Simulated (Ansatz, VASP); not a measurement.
## Cross-check of Al35Ga12NiN48 (Ni_Al) between VASP and Ansatz

Wanted: the spread between two codes on one cell, functional and k mesh. The cell is taken from a series of runs on this material, whose earlier steps may have relaxed, scaled, displaced or heated it; both programs get it as it stands.

Calculated with Ansatz 0.2.0; plane waves, with VASP 6.6.1 beside it; single point at PBEsol.

### 1. The starting structure

The cell holds 96 atoms: 35 Al, 12 Ga, 48 N and 1 Ni. Cell: a = 10.087 Å, b = 9.390 Å, c = 10.836 Å, α = 90.0°, β = 90.0°, γ = 90.0°. It derives from Al3GaN4 (Al3GaN4 (Pm)). Nearest the centre at fractional (0.500, 0.500, 0.417): Ni96 at 0.01 Å, N58 at 1.90 Å, N80 at 1.91 Å, N88 at 1.91 Å, N85 at 1.92 Å, Al27 at 3.11 Å, Ga44 at 3.11 Å, Ga46 at 3.11 Å. The cell carries charge +1.

### 2. Ansatz: single point, PBEsol

Ansatz runs on its default PAW (the set named soft_2) files.

A single point gives forces, pressure and levels at one fixed geometry, so differences don't come from the geometry; what else differs is listed under the comparison.

The input, input.yaml:

```yaml
crystal:
  checkpoint: "../qp1_M4.relax.run"
  host: checkpoint
total_charge: 1
basis:
  ecutwfc: 420
  xc_grid: 2
hamiltonian:
  xc: pbesol
kpoints:
  mp_grid: { grid: [2, 2, 2], shift: [0.5, 0.5, 0.5] }
magnetization:
  spin_polarized: true
  initial_magnetization: 4
  spin_locking: { lock_magnetization: hard }
scf:
  occupations: { method: fermi_dirac, width: 0.01 }
  max_iter: 80
output:
  forces: true
  eigenvalues: true
  charged_corrections:
    epsilon: [4.99, 4.79, 4.8]
    static_epsilon: [9.98, 8.63, 8.67]
    defect_position: [0.50046, 0.5, 0.417403]
  eigenstates: { localisation: true }
  populations: true
  efg: {}
  band_densities: [{ bands: [v1, v1] }, { bands: [c1, c1] }]
  write_density: true
  write_potential: true
  volumetric_format: npy
  elf: true
checkpoint:
  read: "../qp1_M4.relax.run"
  write: "../qp1_M4.point.run"
  compress: false
  write_wavefunctions: false
  write_every: 100000
```

Command:

```console
ansatz run input.yaml --threads 4 --pin off --max-ram 14131MiB --backend cpu --events-out ev --progress --plain --runs-dir out
```

Numbers of over 12 decimals in the logs are rounded to 6 here.

What it wrote:

```text
crystal.checkpoint: the structure is that of <dir>, a `relax` run, at its step 5: its result, under pbesol at a charge of 1 e; 96 atoms read, 1 with a starting moment; crystal.structure_sha256 for this input is
Engine: ansatz 0.2.0, x86_64-unknown-linux-gnu
Pseudopotentials: kind: paw
Pseudopotential: Al, paw, valence charge 3, recommended cutoff 420 eV (normal), Al.paw.azcp
Pseudopotential: Ga, paw, valence charge 13, recommended cutoff 420 eV (normal), Ga.paw.azcp
Pseudopotential: N, paw, valence charge 5, recommended cutoff 420 eV (normal), N.paw.azcp
Pseudopotential: Ni, paw, valence charge 18, recommended cutoff 420 eV (normal), Ni.paw.azcp
Functional definition: PBEsol
  exchange = pbesol_x
  correlation = pbesol_c
Crystal: 96 atoms, lattice volume = 1026.364 Å³
Basis set: ecut = 420 eV, 20007 PW (Γ), exchange–correlation on 144×128×150 points (8 copies of the dense FFT grid, shifted against one another)
Bands: 357, of which v1, the nominal top of the filled ones, is band 259 counted from 1 (258 counted from 0)
Symmetry: 1 space group operations
Space group: P1 (ITA 1), of the structure as read, at distance tolerance 1.0e-4 Å
Magnetic group: BNS 1.1 (UNI 1), of the structure as read, at distance tolerance 1.0e-4 Å
k-points: 4 of 8 (time reversal used)
Non-local potential: Al, projectors of the file, l = 0: 2, l = 1: 2, l = 2: 1
Non-local potential: Ga, projectors of the file, l = 0: 2, l = 1: 2, l = 2: 3, l = 3: 1
Non-local potential: N, projectors of the file, l = 0: 2, l = 1: 2, l = 2: 1
Non-local potential: Ni, projectors of the file, l = 0: 3, l = 1: 2, l = 2: 3, l = 3: 1
PAW form: soft (Blöchl's): semilocal exchange-correlation on the pseudo side does not see the compensation charge
PAW frozen core: Al, regenerated for the run's functional, and the local potential with it (the file was generated under x = pbe(κ = 0.804, μ = 0.219515), c = pbe(β = 0.066725))
PAW frozen core: Ga, regenerated for the run's functional, and the local potential with it (the file was generated under x = pbe(κ = 0.804, μ = 0.219515), c = pbe(β = 0.066725))
PAW frozen core: N, regenerated for the run's functional, and the local potential with it (the file was generated under x = pbe(κ = 0.804, μ = 0.219515), c = pbe(β = 0.066725))
PAW frozen core: Ni, regenerated for the run's functional, and the local potential with it (the file was generated under x = pbe(κ = 0.804, μ = 0.219515), c = pbe(β = 0.066725))
PAW one-centre angular grid: Al, 110 points (default); XC on 64 Gauss nodes
PAW one-centre angular grid: Ga, 590 points (default); XC on 64 Gauss nodes
PAW one-centre angular grid: N, 110 points (default); XC on 64 Gauss nodes
PAW one-centre angular grid: Ni, 590 points (default); XC on 64 Gauss nodes
Initial density: read from a saved state, or passed on in memory by an earlier SCF of this step, an earlier step, the calling program or the single point that the run made first
Stability of the state it starts from, as read at its close in the collinear treatment: not read negative (Ritz values of 1 − χ₀K, real part plus size of imaginary part, from 1.0 to 1.2, by its mixing steps under no symmetry); read among states of the locked total moment alone; its run was given moments
Starting moments: Σ|m| = 4 μB on 1 of 96 sites; this step starts from the density that it was given
Initial wavefunctions: pseudopotential atomic-orbital guess — the wavefunctions supplied were not used: k-point sampling differs
Functional: x = pbesol(κ = 0.804, μ = 0.123457), c = pbesol(β = 0.046)
iter 1 solved again at ethr=6.00e-6 eV; its pass at ethr=3.10e-3 eV (dr2=3.11e-2 eV) is discarded
SCF iter   1: F=—  HF=-87371.288980 eV  |F-HF|=—  |Δ(HF+E_count)|=         —  Δρ=3.33e-3 (↑5.58e-5 ↓3.33e-3)  dr2=2.79e-2  dr2_m=2.62e-2  M=4.000 μB ∫|m|=4.061 μB  β_m=0.30  ethr=6.00e-6  ⟨swp⟩=7.4  Hψ=19056  notcnv=0
preconditioner: auto → Resta (q_TF=auto, 2.434 Å⁻¹)  ε∞=4.3  [insulator: Δε(μ)=0.024 eV  Ē_g=14.407 eV  σ=0.010 eV  W_gap=0.54  n_scr=260 (ndim 8)  ℏωp=26.2 eV  f_vac=0.000  D(μ)=20.52/eV (n_scr^D=120)  ε∞_Penn≈4.3]
spin=Collinear: Resta preconditioning applied to the charge; magnetization (m = ρ↑ − ρ↓) channel mixes plain (no charge-response kernel on spin).
SCF iter   2: F=—  HF=-87371.286477 eV  |F-HF|=—  |Δ(HF+E_count)|=   2.50e-3  Δρ=1.04e-3 (↑1.33e-4 ↓1.04e-3)  dr2=5.15e-3  dr2_m=2.58e-3  M=4.000 μB ∫|m|=4.061 μB  β_m=0.35  ethr=5.38e-6  ⟨swp⟩=2.5  Hψ=4628  notcnv=0
SCF iter   3: F=—  HF=-87371.288490 eV  |F-HF|=—  |Δ(HF+E_count)|=   2.01e-3  Δρ=2.03e-3 (↑2.23e-4 ↓2.03e-3)  dr2=4.88e-2  dr2_m=8.05e-3  M=4.000 μB ∫|m|=4.058 μB  β_m=0.23  ethr=9.94e-7  ⟨swp⟩=2.6  Hψ=5717  notcnv=0  recentre
[...]
k-point 3 ↓: bands = [... 255 lower, 7.5553, 7.6985, 7.7430, 8.8128, 8.8628, 9.0314, 12.0480, 12.6688, ... 94 higher]
--- Löwdin populations: 96 sites ---
  site symbol       q [e]    m [muB]
     0     Al      1.9078    -0.0006
     1     Al      1.9054    -0.0000
     2     Al      1.9144    -0.0008
     3     Ga     12.2712     0.0003
     4      N      5.9258     0.0107
     5      N      5.9968     0.0059
     6      N      5.8524     0.0359
     7      N      5.9267     0.0094
     8     Al      1.9075    -0.0003
     9     Al      1.9055    -0.0004
    10     Al      1.9142    -0.0004
    11     Ga     12.2721    -0.0002
    12      N      5.9287     0.0036
    13      N      5.9980     0.0057
    14      N      5.8590     0.0119
    15      N      5.9293     0.0063
    16     Al      1.9075    -0.0003
    17     Al      1.9047    -0.0021
    18     Al      1.9144     0.0000
    19     Ga     12.2817    -0.0001
    20      N      5.9226     0.0276
    21      N      5.9981     0.0053
    22      N      5.7721     0.4564
    23      N      5.9249     0.0188
[...]
88     Al      1.9066    -0.0007
    89     Al      1.9061     0.0008
    90     Al      1.9297     0.0021
    91     Ga     12.2708    -0.0008
    92      N      5.9279     0.0203
    93      N      6.0020     0.0062
    94      N      5.8611     0.0052
    95      N      5.9292     0.0165
  spilling = 0.005388 (of n_electrons = 518.000000)
--- Band densities, each state counted as filled ---
  window                                       electrons  max residual (eV)  cut levels
  bands: [v1, v1]                    1.000000 + 1.000000             1.8e-4           0
  bands: [c1, c1]                    1.000000 + 1.000000             1.7e-4           0
```

### 3. VASP: single point, PBEsol

The same cell, functional, mesh and smearing now go to VASP, with its own data sets.

Lines of VASP's logs that name or quote its potential files are left out, and so is its time.

The input, INCAR:

```
SYSTEM = Al35Ga12NiN48
PREC = Accurate
ENCUT = 520
EDIFF = 1E-06
NELM = 200
ISMEAR = -1
SIGMA = 0.01
LREAL = Auto
ALGO = Normal
GGA = PS
NELECT = 510
NBANDS = 328
ISPIN = 2
MAGMOM = 0 0 0 0 0 0 0 -0 0 0 0 0 0 0 0 0 0 0 -0 0 -0 0 0 0 0 0 0 0 0 -0 0 0 0 0 0 0 0 0.01 0 0.01 0 0 0 0.01 0 0.01 0 0.01 0 0.03 0.01 0 0 0.01 0 0.02 0 0.3 0.01 0 0.01 0.01 0.01 0.02 0 0.03 0.02 0 0 0.01 0.01 0.02 0.01 0.02 0 0.01 0 0 0 0.27 0 0.01 0.01 0.01 0.26 0 0.01 0.27 0.01 0.02 0.01 0.01 0 0 0.01 1.68
LASPH = .TRUE.
LMAXMIX = 4
LORBIT = 11
LWAVE = .FALSE.
LCHARG = .FALSE.
ISIF = 2
ISYM = 0
NUPDOWN = 4
GGA_COMPAT = .FALSE.
KPAR = 4
```

The input, POSCAR:

```
Al35Ga12NiN48
1.0
   10.0869203595      0.0000000000      0.0002527838
    0.0000000000      9.3901567821      0.0000000000
   -0.0064481587      0.0000000000     10.8360190400
Al Ga N Ni
35 12 48 1
Direct
    0.2496683269      0.1665701691      0.0832399573
    0.0002442633      0.1668156995      0.4178579768
[... 1 atom line left out ...]
    0.2491210458      0.1669756544      0.5843980330
[... 2 atom lines left out ...]
    0.2492838966      0.5000336401      0.0831814967
[... 2 atom lines left out ...]
    0.2501510127      0.5006844130      0.5862404514
[... 5 atom lines left out ...]
    0.2491769351      0.8340421265      0.5844039424
[... 3 atom lines left out ...]
    0.4998516926      0.1656273088      0.4193104653
[... 1 atom line left out ...]
    0.7502321706      0.1668902489      0.5841718790
[... 2 atom lines left out ...]
    0.7502043179      0.5001251014      0.0832717570
    0.4999222051      0.3343087437      0.1642079931
    0.7523837738      0.5005489823      0.5834434401
[... 1 atom line left out ...]
    0.4993566115      0.3317146407      0.6665443405
[... 1 atom line left out ...]
    0.4998357022      0.8350745986      0.4192898146
    0.5002203313      0.6662420976      0.1637926542
    0.7502404692      0.8338116787      0.5842434289
[... 1 atom line left out ...]
    0.4995219746      0.6689676576      0.6665903164
[... 2 atom lines left out ...]
    0.2491495361      0.3317583967      0.3313769902
[... 1 atom line left out ...]
    0.2489425606      0.6695497114      0.3315766029
[... 3 atom lines left out ...]
    0.7518402294      0.3341572458      0.3331322095
[... 1 atom line left out ...]
    0.7517535638      0.6664082893      0.3332673214
[... 3 atom lines left out ...]
    0.3123701303      0.1672271592      0.4206427055
[... 7 atom lines left out ...]
    0.3121939633      0.5002920194      0.4200959483
    0.3115202168      0.3336315752      0.1630765729
[... 1 atom line left out ...]
    0.0617494030      0.5004133089      0.5837024592
[... 1 atom line left out ...]
    0.3113119898      0.3334944043      0.6633981790
[... 2 atom lines left out ...]
    0.3124352335      0.8336958414      0.4205257287
    0.3116324539      0.6665963893      0.1632986495
[... 3 atom lines left out ...]
    0.3114834155      0.6674607950      0.6634306638
    0.5553492601      0.0003392260      0.3335468056
    0.5610901622      0.1671250681      0.0840705306
    0.8120377478      0.1671450256      0.4202922650
[... 2 atom lines left out ...]
    0.5612765352      0.1667276485      0.5841118446
[... 2 atom lines left out ...]
    0.5562089820      0.3320275080      0.3330790078
    0.5612446884      0.5002201533      0.0831367534
    0.8136426264      0.5003830517      0.4199838490
    0.8113921826      0.3337276299      0.1633408554
    0.5556493754      0.3335800176      0.8329909585
    0.5622870208      0.5000863288      0.5854720462
[... 1 atom line left out ...]
    0.8115075732      0.3337240899      0.6631573482
    0.5553851373      0.6685581135      0.3326992254
    0.5610734751      0.8335346549      0.0839759702
    0.8119161643      0.8336120018      0.4201862196
    0.8110059559      0.6667746474      0.1634677694
    0.5556845206      0.6669351624      0.8330396831
    0.5611932526      0.8338547304      0.5841369975
[... 1 atom line left out ...]
    0.8116322852      0.6670357601      0.6631672240
    0.5010757503      0.5002814418      0.4181211180
```

The input, KPOINTS:

```
Points of the shifted mesh
8
Reciprocal
 0.2500000000  0.2500000000  0.2500000000 1
 0.2500000000  0.2500000000  0.7500000000 1
 0.2500000000  0.7500000000  0.2500000000 1
 0.2500000000  0.7500000000  0.7500000000 1
 0.7500000000  0.2500000000  0.2500000000 1
 0.7500000000  0.2500000000  0.7500000000 1
 0.7500000000  0.7500000000  0.2500000000 1
 0.7500000000  0.7500000000  0.7500000000 1
```

PAW data sets: Al, Ga_d, N and Ni (PBE family, release 64).

Command:

```console
mpirun -np 8 vasp_std
```

What it wrote:

```text
[banner, memory and clock lines left out]
running    8 mpi-ranks, on    1 nodes
[...]
|                                                                             |
|           W    W    AA    RRRRR   N    N  II  N    N   GGGG   !!!           |
|           W    W   A  A   R    R  NN   N  II  NN   N  G    G  !!!           |
|           W    W  A    A  R    R  N N  N  II  N N  N  G       !!!           |
|           W WW W  AAAAAA  RRRRR   N  N N  II  N  N N  G  GGG   !            |
|           WW  WW  A    A  R   R   N   NN  II  N   NN  G    G                |
|           W    W  A    A  R    R  N    N  II  N    N   GGGG   !!!           |
|                                                                             |
|     For optimal performance we recommend to set                             |
|       NCORE = 2 up to number-of-cores-per-socket                            |
|     NCORE specifies how many cores store one orbital (NPAR=cpu/NCORE).      |
|     This setting can greatly improve the performance of VASP for DFT.       |
[...]
DAV:   5    -0.836756929966E+03   -0.14870E+02   -0.14770E+02 16632   0.268E+01BRMIX: very serious problems
 the old and the new charge density differ
 old charge density:   511.00000 new  510.00001
BRMIX: very serious problems
 the old and the new charge density differ
 old charge density:   511.00000 new  510.00001
BRMIX: very serious problems
 the old and the new charge density differ
 old charge density:   511.00000 new  510.00001
BRMIX: very serious problems
 the old and the new charge density differ
 old charge density:   511.00000 new  510.00001
    0.699E+01
DAV:   6    -0.774154129669E+03    0.62603E+02   -0.76651E+02 17880   0.881E+01    0.139E+02
DAV:   7    -0.756850497468E+03    0.17304E+02   -0.24913E+02 12624   0.271E+01    0.632E+01
DAV:   8    -0.724078747436E+03    0.32772E+02   -0.84255E+01 13264   0.722E+01    0.242E+01
DAV:   9    -0.723330916198E+03    0.74783E+00   -0.16709E+01 16016   0.161E+01    0.130E+01
[...]
DAV:  25    -0.723422356424E+03    0.10129E-04   -0.77319E-05 16808   0.600E-02    0.280E-02
DAV:  26    -0.723422357270E+03   -0.84515E-06   -0.22880E-05 14288   0.147E-02    0.161E-02
DAV:  27    -0.723422356970E+03    0.29945E-06   -0.28200E-06  7216   0.731E-03
   1 F= -.72342236E+03 E0= -.72341917E+03  d E =-.636891E-02  mag=     4.0000
```

Parts of OUTCAR (step 3):

```text
  FREE ENERGIE OF THE ION-ELECTRON SYSTEM (eV)
  ---------------------------------------------------
  free  energy   TOTEN  =      -723.4223569702 eV

  energy  without entropy=     -723.4159880621  energy(sigma->0) =     -723.41917252

 magnetization (x)
# of ion       s       p       d       tot
------------------------------------------
    1       -0.000   0.001   0.000   0.000
    2       -0.000   0.001   0.000   0.001
    3       -0.000  -0.000   0.000  -0.000
    4       -0.000   0.000   0.000  -0.000
    5       -0.000   0.000   0.000  -0.000
    6       -0.000  -0.000   0.000  -0.000
    7       -0.000   0.000   0.000  -0.000
    8       -0.000  -0.000   0.000  -0.000
    9       -0.000   0.001   0.000   0.001
   10       -0.000   0.003   0.000   0.003
   11       -0.000  -0.000   0.000  -0.000
   12        0.000   0.001   0.000   0.001
   13       -0.000   0.001   0.000   0.001
[...]
--------------------------------------------------
tot          0.056   1.590   1.694   3.339
```

The cell holds one magnetic atom, so no antiferromagnetic order fits into it.

### 4. Comparison

Known differences besides the potentials themselves: VASP starts from the moments at which Ansatz ended; the cutoff is 420 eV in Ansatz and 520 eV in VASP (PREC = Accurate, projectors in real space); Ansatz makes its cores anew for this functional, VASP keeps those of its PBE data sets; site moments are counted in spheres of each program's own size. Total energies have different zeros and are not compared.

Both answers:

| quantity | Ansatz | VASP | difference |
| --- | --- | --- | --- |
| total moment, fixed by the input (μB) | 4.00 | 4.00 | 0.00 |
| moment on Ni96 (μB) | 1.68 | 1.77 | -0.08 |
| moment on N58 (μB) | 0.30 | 0.28 | +0.02 |
| moment on N88 (μB) | 0.27 | 0.25 | +0.02 |
| moment on N80 (μB) | 0.27 | 0.25 | +0.02 |
| moment on N85 (μB) | 0.26 | 0.24 | +0.02 |

Forces on 7 of the 96 atoms, those with the largest forces and the largest differences (eV/Å; atoms numbered as in POSCAR):

| atom | Ansatz x, y, z | VASP x, y, z |
| --- | --- | --- |
| Al7 | 0.015, 0.052, 0.035 | 0.019, 0.052, 0.043 |
| Al13 | 0.017, -0.054, 0.023 | 0.016, -0.061, 0.028 |
| Al32 | -0.058, 0.009, 0.039 | -0.057, 0.005, 0.059 |
| Ga38 | 0.013, -0.034, 0.053 | 0.028, -0.028, 0.057 |
| N80 | -0.006, 0.018, -0.055 | 0.015, -0.023, -0.084 |
| N85 | -0.045, 0.033, 0.030 | -0.034, 0.034, 0.081 |
| N88 | 0.080, -0.020, -0.004 | 0.103, 0.021, -0.031 |

The forces differ by 8.8 meV/Å r.m.s., which is 42.6 % of the r.m.s. force of 0.021 eV/Å (both taken over all components). The cell carries a charge of +1 e against a uniform background, so its pressure also hangs on how the neutralising background is counted, and in a defect's cell a gap may be the spacing between its levels.

### 5. Outcome

* difference in moment on Ni96 (single point, PBEsol): -0.083 μB
* r.m.s. force difference (single point, PBEsol): 8.8 meV/Å

The r.m.s. force difference is 8.8 meV/Å (single point, PBEsol), within the 12 meV/Å picked in this series as the mark of a large difference. The data sets hold unlike numbers of valence electrons (518 in Ansatz and 510 in VASP), so part of the differences comes from the potentials. Such differences can come from data sets, numerical settings and the points named under the comparisons, not from the functional's error against experiment.

[Lines on the potential files, build, host, timing and source positions are cut from VASP's logs without a mark.]

[Logs are printed without paths, hosts, clocks, repeated set-up lines and the standing remarks that a program may print on its own settings, such as how far it seeks lower states.]

[Hosts, paths, dates, database ids (printed as entryN), source tags and the programs' standing remarks are cut or masked in the printed files.]
